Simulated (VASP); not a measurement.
Crystal: SrMg.

```
CELL_PARAMETERS angstrom
4.18552 0.00000 0.00000
0.00000 4.18552 0.00000
0.00000 0.00000 4.18552
ATOMIC_POSITIONS crystal
Sr 0.50000 0.50000 0.50000
Mg 0.00000 0.00000 0.00000
```

* Program: VASP 6.6.1
* Task: relaxation of cell and atoms
* Functional: LDA
* Potentials or basis: VASP PAW LDA potentials, release 64 (Sr_sv, Mg)
* Cutoff: 600 eV
* k mesh: 10 × 10 × 10
* Occupations: gaussian, width 0.1 eV
* Spin: no spin polarisation

At the start: pressure -1.9 GPa; volume 36.66 Å³/atom.

Problem. Where does the relaxation end?

Solution. Over 4 steps the energy falls by 22.5 meV/atom and the volume is 33.19 Å³/atom (-9.5 %); space group Pm-3m (No. 221, to 0.05 Å).

The path:
```tsv
step	energy change (eV)	largest force (eV/Å)	pressure (GPa)	volume (Å³)
1	0.0000	0.0000	-1.92	73.32
2	-0.0392	0.0000	-0.77	68.76
3	-0.0450	0.0000	-0.04	66.51
4	-0.0450	0.0000	0.00	66.38
```

Final structure:
```
CELL_PARAMETERS angstrom
4.04898 0.00000 0.00000
0.00000 4.04898 0.00000
0.00000 0.00000 4.04898
ATOMIC_POSITIONS crystal
Sr 0.50000 0.50000 0.50000
Mg 0.00000 0.00000 0.00000
```
